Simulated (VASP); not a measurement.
A run of VASP 6.6.1:

File INCAR:

```
ALGO = Normal ; EDIFF = 1E-6
EDIFFG = -0.02 ; ENCUT = 600
GGA = PS ; IBRION = 2
ISIF = 3 ; ISMEAR = -1
LASPH = T ; LCHARG = F
LREAL = F ; LWAVE = F
NELM = 60 ; NSW = 40
PREC = Accurate ; SIGMA = 0.05
```

KPOINTS

```
k-points
0
Gamma
  4 4 4
```

The input POSCAR:

```
Cs2InAgCl6
1.0
    0.0000000000      5.2345000000      5.2345000000
    5.2345000000      0.0000000000      5.2345000000
    5.2345000000      5.2345000000      0.0000000000
Cs In Ag Cl
2 1 1 6
Direct
    0.7500000000      0.7500000000      0.7500000000
    0.2500000000      0.2500000000      0.2500000000
    0.0000000000      0.0000000000      0.0000000000
    0.5000000000      0.5000000000      0.5000000000
    0.7602100000      0.7602100000      0.2397900000
    0.2397900000      0.2397900000      0.7602100000
    0.7602100000      0.2397900000      0.7602100000
    0.2397900000      0.7602100000      0.7602100000
    0.2397900000      0.7602100000      0.2397900000
    0.7602100000      0.2397900000      0.2397900000
```

Potentials or basis: VASP PAW PBE potentials, release 64 (Cs_sv, In_d, Ag, Cl).

Launch:

```bash
$ cat potpaw_PBE.64/Cs_sv/POTCAR potpaw_PBE.64/In_d/POTCAR potpaw_PBE.64/Ag/POTCAR potpaw_PBE.64/Cl/POTCAR > POTCAR
$ mpirun -np 1 vasp_std > vasp.out
```

Hardware: 1 thread of Intel(R) Xeon(R) 6975P-C (Granite Rapids) (shared host).

Question: How long does it take, and how much memory?

Answer: Run time: 8.6 min on 1 thread of Intel(R) Xeon(R) 6975P-C (Granite Rapids), with other jobs on the host, peak memory 0.61 GiB. Counts: scf iterations 49, k points 8, ion steps 5.
